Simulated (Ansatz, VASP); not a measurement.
# Cross-check of LiZnI3 between VASP and Ansatz, part 2 of 3

One calculation is typed for both programs; each brings its own data sets. How far apart do they land? The cell is generated by rule, not measured, and may not be a known phase. The cell is taken from a series of runs on this material, whose earlier steps may have relaxed, scaled, displaced or heated it; both programs get it as it stands.

VASP 6.6.1 and Ansatz 0.2.0.

So far: The structure; Ansatz: relaxation of cell and atoms, PBEsol, pair 1.

## Step 3: VASP: relaxation of cell and atoms, PBEsol, pair 1

Level of this step: PBEsol; plane waves and PAW (Li_sv, Zn, I); invented cell (VASP).

The same cell, functional, mesh and smearing now go to VASP, with its own data sets.

Lines of VASP's logs that name or quote its potential files are left out, and so is its time.

INCAR reads:

```
SYSTEM = LiZnI3
PREC = Accurate
ENCUT = 750
EDIFF = 1E-07
NELM = 120
ISMEAR = 1
SIGMA = 0.2
LREAL = .FALSE.
ALGO = Normal
GGA = PS
NBANDS = 46
LORBIT = 11
LWAVE = .FALSE.
LCHARG = .FALSE.
ISIF = 3
IBRION = 2
NSW = 80
EDIFFG = -0.005
LASPH = .TRUE.
GGA_COMPAT = .FALSE.
NELMIN = 4
KPAR = 2
```

POSCAR reads:

```
LiZnI3
1.0
   -3.9936040000      3.9936040000      5.6052280000
    3.9936040000     -3.9936040000      5.6052280000
    3.9936040000      3.9936040000     -5.6052280000
Li Zn I
2 2 6
Direct
    0.1243258972      0.1243258972      0.0000000000
    0.8756740136      0.8756740136      0.0000000000
    0.5000000000      0.0000000000      0.5000000000
    0.0000000000      0.5000000000      0.5000000000
    0.2333270900      0.7666729100      0.0000000000
    0.7666729100      0.2333270900      0.0000000000
    0.2500000000      0.7500000000      0.5000000000
    0.7500000000      0.2500000000      0.5000000000
    0.2333270900      0.2333270900      0.4666541800
    0.7666729100      0.7666729100      0.5333458200
```

KPOINTS reads:

```
Automatic mesh
0
Gamma
6 6 6
0 0 0
```

PAW data sets: Li_sv, Zn and I (PBE family, release 64).

Run with:

```console
$ mpirun -np 2 vasp_std
```

Numbers of over 12 decimals in the logs are rounded to 6 here.

The log of the run:

```text
[banner, memory and clock lines left out]
running    2 mpi-ranks, on    1 nodes
 distrk:  each k-point on    1 cores,    2 groups
 distr:  one band on    1 cores,    1 groups

 POSCAR found type information on POSCAR LiZnI
 POSCAR found :  3 types and      10 ions
|                                                                             |
|               ----> ADVICE to this user running VASP <----                  |
|                                                                             |
|     You enforced a specific xc type in the INCAR file but a different       |
|     [... a line on the potential file left out ...]
|     I HOPE YOU KNOW WHAT YOU ARE DOING!                                     |
|                                                                             |

 LDA part: xc-table for (Slater+PW92), standard interpolation
 POSCAR, INCAR and KPOINTS ok, starting setup
 FFT: planning ... GRIDC
 FFT: planning ... GRID_SOFT
 FFT: planning ... GRID
 WAVECAR not read
 entering main loop
       N       E                     dE             d eps       ncg     rms          rms(c)
DAV:   1     0.587979438625E+03    0.58798E+03   -0.34709E+04  2760   0.185E+03
DAV:   2     0.586783859954E+02   -0.52930E+03   -0.50765E+03  3082   0.369E+02
DAV:   3    -0.161577694350E+02   -0.74836E+02   -0.73995E+02  3162   0.132E+02
DAV:   4    -0.236831007998E+02   -0.75253E+01   -0.74807E+01  4496   0.301E+01
DAV:   5    -0.241853105382E+02   -0.50221E+00   -0.50097E+00  4038   0.686E+00    0.950E+00
DAV:   6    -0.230686288310E+02    0.11167E+01   -0.32124E+00  4020   0.318E+01    0.675E+00
DAV:   7    -0.230099142678E+02    0.58715E-01   -0.18377E+00  3300   0.584E+00    0.252E+00
DAV:   8    -0.230225847025E+02   -0.12670E-01   -0.89259E-02  3490   0.248E+00    0.103E+00
DAV:   9    -0.230330079320E+02   -0.10423E-01   -0.16105E-02  3582   0.132E+00    0.179E-01
DAV:  10    -0.230367353865E+02   -0.37275E-02   -0.47272E-03  3430   0.560E-01    0.106E-01
DAV:  11    -0.230402556955E+02   -0.35203E-02   -0.31483E-03  3310   0.203E-01    0.375E-02
DAV:  12    -0.230410859450E+02   -0.83025E-03   -0.75436E-04  3430   0.140E-01    0.428E-02
DAV:  13    -0.230411403643E+02   -0.54419E-04   -0.63533E-05  3942   0.597E-02    0.257E-02
DAV:  14    -0.230412333199E+02   -0.92956E-04   -0.10432E-04  3158   0.344E-02    0.957E-03
DAV:  15    -0.230412367502E+02   -0.34303E-05   -0.55379E-06  3724   0.150E-02    0.659E-03
DAV:  16    -0.230412379436E+02   -0.11934E-05   -0.18635E-06  3142   0.649E-03    0.281E-03
DAV:  17    -0.230412380762E+02   -0.13265E-06   -0.46159E-07  3116   0.557E-03    0.249E-03
DAV:  18    -0.230412380800E+02   -0.37926E-08   -0.87160E-08  2288   0.137E-03
   1 F= -.23041238E+02 E0= -.23043288E+02  d E =-.230412E+02
 curvature:   0.00 expect dE= 0.000E+00 dE for cont linesearch  0.000E+00
 trial: gam= 0.00000 g(F)=  0.558E-06 g(S)=  0.925E-04 ort = 0.000E+00 (trialstep = 0.100E+01)
 search vector abs. value=  0.931E-04
 bond charge predicted
       N       E                     dE             d eps       ncg     rms          rms(c)
DAV:   1    -0.230419620074E+02   -0.72393E-03   -0.10853E-02  3588   0.847E-01    0.177E-01
DAV:   2    -0.230414122827E+02    0.54972E-03   -0.19335E-03  3868   0.514E-01    0.679E-02
DAV:   3    -0.230413151761E+02    0.97107E-04   -0.17330E-04  3220   0.464E-02    0.331E-02
DAV:   4    -0.230412953229E+02    0.19853E-04   -0.23814E-05  3292   0.184E-02    0.199E-02
DAV:   5    -0.230412932206E+02    0.21023E-05   -0.21936E-06  3786   0.101E-02    0.128E-02
DAV:   6    -0.230412926468E+02    0.57385E-06   -0.12826E-06  3026   0.726E-03    0.169E-03
DAV:   7    -0.230412926603E+02   -0.13575E-07   -0.11196E-07  2414   0.393E-03
   2 F= -.23041293E+02 E0= -.23043350E+02  d E =-.545803E-04
 trial-energy change:   -0.000055  1 .order   -0.000054   -0.000093   -0.000016
 step:   1.2009(harm=  1.2009)  dis= 0.00011  next Energy=   -23.041294 (dE=-0.559E-04)
 reached required accuracy - stopping structural energy minimisation
```

Parts of OUTCAR (step 3):

```text
ion  position               nearest neighbor table
   1  0.124  0.124  0.000-   9 2.98  10 2.98   5 2.98   6 2.98
   2  0.876  0.876  0.000-  10 2.98   9 2.98   5 2.98   6 2.98
   3  0.500  0.000  0.500-   7 2.80   8 2.80   6 2.83   5 2.83  10 2.83   9 2.83
   4  0.000  0.500  0.500-   7 2.80   8 2.80   5 2.83   6 2.83  10 2.83   9 2.83
   5  0.233  0.767  0.000-   3 2.83   4 2.83   1 2.98   2 2.98
   6  0.767  0.233  0.000-   4 2.83   3 2.83   1 2.98   2 2.98
   7  0.250  0.750  0.500-   3 2.80   4 2.80
   8  0.750  0.250  0.500-   3 2.80   4 2.80
   9  0.233  0.233  0.467-   3 2.83   4 2.83   1 2.98   2 2.98
  10  0.767  0.767  0.533-   3 2.83   4 2.83   1 2.98   2 2.98

  LATTYP: Found a body centered tetragonal cell.
 ALAT       =     7.9872080000
 C/A-ratio  =     1.4035512785

 Subroutine GETGRP returns: Found 16 space group operations
 (whereof 16 operations were pure point group operations)

The static configuration has the point symmetry D_4h.

 Found     30 irreducible k-points:

   k-points           NKPTS =     30   k-points in BZ     NKDIM =     30   number of bands    NBANDS=     46

   dimension x,y,z NGX =    72 NGY =   72 NGZ =   72
   dimension x,y,z NGXF=   144 NGYF=  144 NGZF=  144

   ENCUT  =  750.0 eV  55.12 Ry    7.42 a.u.  17.77 17.77 17.77*2*pi/ulx,y,z

   NELECT =      72.0000    total number of electrons

 k-points in reciprocal lattice and weights: Automatic mesh
   0.00000000  0.00000000  0.00000000       0.005
   0.16666667  0.00000000  0.00000000       0.037
   0.33333333  0.00000000 -0.00000000       0.037
   0.50000000  0.00000000 -0.00000000       0.019
   0.16666667  0.16666667  0.00000000       0.037
   0.33333333  0.16666667  0.00000000       0.074
   0.50000000  0.16666667 -0.00000000       0.074
  -0.33333333  0.16666667  0.00000000       0.074
  -0.16666667  0.16666667  0.00000000       0.019
[...]
-0.33333333 -0.33333333  0.33333333       0.009
   0.50000000  0.50000000  0.50000000       0.005

 average (electrostatic) potential at core
       1 -63.8056       2 -63.8056       3 -37.3194       4 -37.3194       5 -93.5317
       6 -93.5317       7 -93.0959       8 -93.0959       9 -93.5317      10 -93.5317

 E-fermi :   1.5560

 k-point     1 :       0.0000    0.0000    0.0000
  band No.  band energies     occupation
    ...
     33       1.0521      2.00212
     34       1.1142      2.00769
     35       1.2060      2.03283
     36       1.5611      0.95731
     37       1.5611      0.95731
     38       4.7669     -0.00000
     39       4.9523     -0.00000
     40       5.3887     -0.00000
     41       5.3887     -0.00000
     42       5.5189     -0.00000
    ...

 k-point     2 :       0.1667    0.0000    0.0000
  band No.  band energies     occupation
    ...
     33       0.9889      2.00046
     34       1.1330      2.01084
     35       1.3949      1.98290
     36       1.4609      1.71252
     37       1.4793      1.59925
     38       4.9053     -0.00000
     39       4.9852     -0.00000
     40       5.0808     -0.00000
     41       5.8323      0.00000
     42       5.8344      0.00000
    ...

 k-point     3 :       0.3333    0.0000   -0.0000
  band No.  band energies     occupation
    ...
     32       0.9943      2.00052
     33       0.9970      2.00056
     34       1.0254      2.00114
     35       1.2992      2.06993
     36       1.3139      2.07085
     37       2.1679     -0.00013
     38       4.0520     -0.00000
     39       5.4328     -0.00000
     40       5.5026     -0.00000
     41       6.1737      0.00000
    ...

  Total        0.0167562      0.0167562      0.0063272      0.0000000      0.0000000      0.0000000
  in kB        0.0749899      0.0749899      0.0283164      0.0000000      0.0000000      0.0000000
  external PRESSURE =       0.0594321 kB  Pullay stress =       0.0000000 kB

  energy-cutoff  :      750.00
  volume of cell :      358.00
      direct lattice vectors                 reciprocal lattice vectors
    -3.995249494  3.995249494  5.607059407     0.000000000  0.125148630  0.089173302
     3.995249494 -3.995249494  5.607059407     0.125148630  0.000000000  0.089173302
     3.995249494  3.995249494 -5.607059407     0.125148630  0.125148630  0.000000000

 POSITION                                       TOTAL-FORCE (eV/Angst)
 -----------------------------------------------------------------------------------
      0.00000      0.00000      1.39430        -0.000000      0.000000      0.000034
      0.00000      0.00000      9.81982        -0.000000      0.000000     -0.000034
      0.00000      3.99525      0.00000        -0.000000      0.000000     -0.000000
      3.99525      0.00000      0.00000        -0.000000      0.000000     -0.000000
      2.13081     -2.13081      5.60706         0.001118     -0.001118     -0.000000
     -2.13081      2.13081      5.60706        -0.001118      0.001118     -0.000000
      3.99525      0.00000      2.80353        -0.000000      0.000000     -0.000000
      0.00000      3.99525      2.80353        -0.000000      0.000000     -0.000000
      1.86443      1.86443      0.00000        -0.001118     -0.001118     -0.000000
      2.13081      2.13081      5.60706         0.001118      0.001118      0.000000
 -----------------------------------------------------------------------------------
    total drift:                               -0.000000     -0.000000      0.000395

  FREE ENERGIE OF THE ION-ELECTRON SYSTEM (eV)
  ---------------------------------------------------
  free  energy   TOTEN  =       -23.0412926603 eV

  energy  without entropy=      -23.0474657686  energy(sigma->0) =      -23.04335036

 reached required accuracy - stopping structural energy minimisation

 total charge
# of ion       s       p       d       tot
------------------------------------------
    1        2.002   0.028   0.000   2.030
    2        2.002   0.028   0.000   2.030
    3        0.495   0.308   9.788  10.591
    4        0.495   0.308   9.788  10.591
    5        1.511   2.778   0.017   4.306
    6        1.511   2.778   0.017   4.306
    7        1.509   2.771   0.013   4.294
    8        1.509   2.771   0.013   4.294
    9        1.511   2.778   0.017   4.306
   10        1.511   2.778   0.017   4.306
--------------------------------------------------
tot         14.054  17.327  19.671  51.053

[... 3 further parts left out ...]
```

CONTCAR:

```
LiZnI3
   1.00000000000000
    -3.9952494942049768    3.9952494942049768    5.6070594065097001
     3.9952494942049768   -3.9952494942049768    5.6070594065097001
     3.9952494942049768    3.9952494942049768   -5.6070594065097001
  Li              Zn              I
     2     2     6
Direct
     0.1243341630450442    0.1243341630450442    0.0000000000000000
     0.8756657477549555    0.8756657477549555    0.0000000000000000
     0.5000000000000000    0.0000000000000000    0.5000000000000000
     0.0000000000000000    0.5000000000000000    0.5000000000000000
     0.2333314574691454    0.7666685425308546    0.0000000000000000
     0.7666685425308546    0.2333314574691454    0.0000000000000000
     0.2500000000000000    0.7500000000000000    0.5000000000000000
     0.7500000000000000    0.2500000000000000    0.5000000000000000
     0.2333314574691454    0.2333314574691454    0.4666629149382837
     0.7666685425308546    0.7666685425308546    0.5333370850617163
```

The run keeps the 16 symmetry operations of its start, so it cannot find a distortion of lower symmetry.

## Step 4: Differences

Known differences besides the potentials themselves: the data sets hold 132 valence electrons in Ansatz (on its PAW soft_1 files) and 72 in VASP; the cutoff is 420 eV in Ansatz and 750 eV in VASP; Ansatz makes its cores anew for this functional, VASP keeps those of its PBE data sets; Ansatz adds a Pulay correction to the stress that steers its cell, VASP none. Total energies have different zeros and are not compared.

The two programs side by side:

```
                                         quantity  Ansatz    VASP  difference
                                      volume (Å³)  357.59  358.00     -0.12 %
edge a after relaxation, in the typed setting (Å)   7.957   7.960     -0.04 %
```

## Step 5: Ansatz: relaxation of cell and atoms, PBEsol, pair 2

The relaxed volume is the usual yardstick between codes: in a stiff, nearly cubic crystal its relative difference is about their pressure difference at one cell divided by the bulk modulus.

The cell is taken from a series of runs on this material, whose earlier steps may have relaxed, scaled, displaced or heated it; both programs get it as it stands.

input.yaml reads:

```yaml
crystal:
  lattice:
    - [3.9648913732, 2.2891311016, 6.6760799279]
    - [-3.9648913732, 2.2891311016, 6.6760799279]
    - [0.0, -4.5782622032, 6.6760799279]
  atoms:
    - { symbol: Li, position: [0.1619917343, 0.1619917343, 0.1619917343] }
    - { symbol: Li, position: [0.8380082657, 0.8380082657, 0.8380082657] }
    - { symbol: Zn, position: [0.5, 0.5, 0.5] }
    - { symbol: Zn, position: [0.0, 0.0, 0.0] }
    - { symbol: I, position: [0.7495226059, 0.2455831056, 0.7495226059] }
    - { symbol: I, position: [0.2504773941, 0.7544168944, 0.2504773941] }
    - { symbol: I, position: [0.7495226059, 0.7495226059, 0.2455831056] }
    - { symbol: I, position: [0.2504773941, 0.2504773941, 0.7544168944] }
    - { symbol: I, position: [0.2455831056, 0.7495226059, 0.7495226059] }
    - { symbol: I, position: [0.7544168944, 0.2504773941, 0.2504773941] }
kpoints:
  mp_grid: { grid: [6, 6, 6] }
hamiltonian:
  xc: pbesol
  pseudopotentials: { kind: paw, azcp: { folder: soft_1 }, xc_functional: pbe }
scf:
  occupations: { method: methfessel_paxton, width: 0.2 }
output:
  forces: true
  stress: true
  eigenvalues: true
relax:
  adjacent_minimum: "off"
  f_tol: 0.001
  max_steps: 60
  cell: { stress_tol: 0.01 }
```

Run with:

```console
$ ansatz run input.yaml --threads 4 --pin off --max-ram 16384MiB --backend cpu --events-out ev --progress --plain --runs-dir out
```

The log of the run:

```text
[...]
Crystal: 10 atoms, lattice volume = 363.559 Å³
Basis set: ecut = 420 eV, 7097 PW (Γ), exchange–correlation on 120×120×120 points (8 copies of the dense FFT grid, shifted against one another)
Bands: 80, of which v1, the nominal top of the filled ones, is band 66 counted from 1 (65 counted from 0)
Symmetry: 12 space group operations
[...]
k-points: 32 of 216
[...]
- { symbol: Zn, position: [0.5, 0.5, 0.5] }
    - { symbol: Zn, position: [0.0, 0.0, 0.0] }
    - { symbol: I, position: [0.749523, 0.245583, 0.749523] }
    - { symbol: I, position: [0.250477, 0.7544168944, 0.250477] }
    - { symbol: I, position: [0.749523, 0.749523, 0.245583] }
    - { symbol: I, position: [0.250477, 0.250477, 0.754417] }
    - { symbol: I, position: [0.245583, 0.749523, 0.749523] }
    - { symbol: I, position: [0.7544168944, 0.250477, 0.250477] }
[key lines of the parts left out:]
SCF converged after 7 iterations
Free energy (F): -51567.734218 eV
Fermi energy:    3.665474 eV
P = ⅓ Tr σ = 0.0078 GPa (0.078 kbar)
```

## Step 6: VASP: relaxation of cell and atoms, PBEsol, pair 2

The same cell, functional, mesh and smearing now go to VASP, with its own data sets.

INCAR is that of step 3.

POSCAR reads:

```
LiZnI3
1.0
    3.9648910000      2.2891310000      6.6760800000
   -3.9648910000      2.2891310000      6.6760800000
    0.0000000000     -4.5782620000      6.6760800000
Li Zn I
2 2 6
Direct
    0.1619917177      0.1619917177      0.1619917177
    0.8380082324      0.8380082324      0.8380082324
    0.5000000000      0.5000000000      0.5000000000
    0.0000000000      0.0000000000      0.0000000000
    0.7495225371      0.2455830846      0.7495226632
    0.2504774629      0.7544169154      0.2504773368
    0.7495225904      0.7495225904      0.2455831041
    0.2504774096      0.2504774096      0.7544168959
    0.2455830846      0.7495225371      0.7495226632
    0.7544169154      0.2504774629      0.2504773368
```

KPOINTS is that of step 3.

Run with:

```console
$ mpirun -np 2 vasp_std
```

The log of the run:

```text
[banner, memory and clock lines left out]
running    2 mpi-ranks, on    1 nodes
[...]
[... a notice as in an earlier step ...]

 LDA part: xc-table for (Slater+PW92), standard interpolation
 POSCAR, INCAR and KPOINTS ok, starting setup
[...]
entering main loop
       N       E                     dE             d eps       ncg     rms          rms(c)
DAV:   1     0.590146279919E+03    0.59015E+03   -0.34748E+04  2944   0.185E+03
DAV:   2     0.587995492334E+02   -0.53135E+03   -0.50947E+03  3284   0.371E+02
DAV:   3    -0.161155114717E+02   -0.74915E+02   -0.73924E+02  3386   0.132E+02
DAV:   4    -0.238219557715E+02   -0.77064E+01   -0.76635E+01  4904   0.301E+01
[...]
DAV:  16    -0.232319095458E+02   -0.37170E-06   -0.10530E-06  3522   0.120E-02    0.903E-04
DAV:  17    -0.232319097863E+02   -0.24047E-06   -0.27473E-07  2910   0.419E-03    0.375E-04
DAV:  18    -0.232319098348E+02   -0.48502E-07   -0.65640E-08  2602   0.238E-03
   1 F= -.23231910E+02 E0= -.23235396E+02  d E =-.232319E+02
[...]
N       E                     dE             d eps       ncg     rms          rms(c)
DAV:   1    -0.232330981435E+02   -0.11884E-02   -0.18022E-02  3798   0.108E+00    0.225E-01
DAV:   2    -0.232321959267E+02    0.90222E-03   -0.31666E-03  4042   0.646E-01    0.871E-02
DAV:   3    -0.232320374780E+02    0.15845E-03   -0.28150E-04  3496   0.603E-02    0.422E-02
DAV:   4    -0.232320050688E+02    0.32409E-04   -0.40183E-05  3494   0.297E-02    0.260E-02
DAV:   5    -0.232320016486E+02    0.34203E-05   -0.40583E-06  4320   0.212E-02    0.159E-02
DAV:   6    -0.232320006856E+02    0.96294E-06   -0.19762E-06  3258   0.167E-02    0.270E-03
DAV:   7    -0.232320007434E+02   -0.57813E-07   -0.50694E-07  3322   0.981E-03
   2 F= -.23232001E+02 E0= -.23235501E+02  d E =-.909087E-04
 trial-energy change:   -0.000091  1 .order   -0.000095   -0.000154   -0.000036
 step:   1.4071(harm=  1.3014)  dis= 0.00032  next Energy=   -23.232008 (dE=-0.979E-04)
 reached required accuracy - stopping structural energy minimisation
```

OUTCAR, selected parts (step 6):

```text
  Total        0.0237965      0.0237965      0.0252461      0.0000000     -0.0000000      0.0000000
  in kB        0.1047147      0.1047147      0.1110937      0.0000000     -0.0000000      0.0000000
  external PRESSURE =       0.1068410 kB  Pullay stress =       0.0000000 kB

 POSITION                                       TOTAL-FORCE (eV/Angst)
 -----------------------------------------------------------------------------------
      0.00000      0.00000      3.24623         0.000000     -0.000000      0.000436
      0.00000      0.00000     16.79188         0.000000     -0.000000     -0.000436
      0.00000      0.00000     10.01906         0.000000     -0.000000      0.000000
     -3.96684      2.29026      6.67937         0.000000     -0.000000      0.000000
      1.99899     -1.15412     11.65304         0.000795     -0.000459     -0.001161
     -1.99899      1.15412      8.38508        -0.000795      0.000459      0.001161
      0.00000      2.30823     11.65304         0.000000      0.000919     -0.001161
      0.00000     -2.30823      8.38508         0.000000     -0.000919      0.001161
     -1.99899     -1.15412     11.65304        -0.000795     -0.000459     -0.001161
      1.99899      1.15412      8.38508         0.000795      0.000459      0.001161
 -----------------------------------------------------------------------------------
    total drift:                                0.000000      0.000000      0.000390

  FREE ENERGIE OF THE ION-ELECTRON SYSTEM (eV)
  ---------------------------------------------------
  free  energy   TOTEN  =       -23.2320007434 eV

  energy  without entropy=      -23.2425003976  energy(sigma->0) =      -23.23550063

[... 1 part as in an earlier step ...]

[... 3 further parts left out ...]
[key lines of the parts left out:]
E-fermi :   1.2641
```

The run keeps the 12 symmetry operations of its start, so it cannot find a distortion of lower symmetry.

## Step 7: Differences

What differs besides the data sets and the points named for the pairs above, as far as they apply: the data sets hold 132 valence electrons in Ansatz (on its PAW soft_1 files) and 72 in VASP. Total energies have different zeros and are not compared.

Both answers:

```
                                         quantity  Ansatz    VASP  difference
                                      volume (Å³)  363.56  364.10     -0.15 %
edge a after relaxation, in the typed setting (Å)   8.095   8.099     -0.05 %
```

(Continued in part 3 of 3.)

[Lines on the potential files, build, host, timing and source positions are cut from VASP's logs without a mark.]

[Logs are printed without paths, hosts, clocks, repeated set-up lines and the standing remarks that a program may print on its own settings, such as how far it seeks lower states.]

[Hosts, paths, dates, database ids (printed as entryN), source tags and the programs' standing remarks are cut or masked in the printed files.]
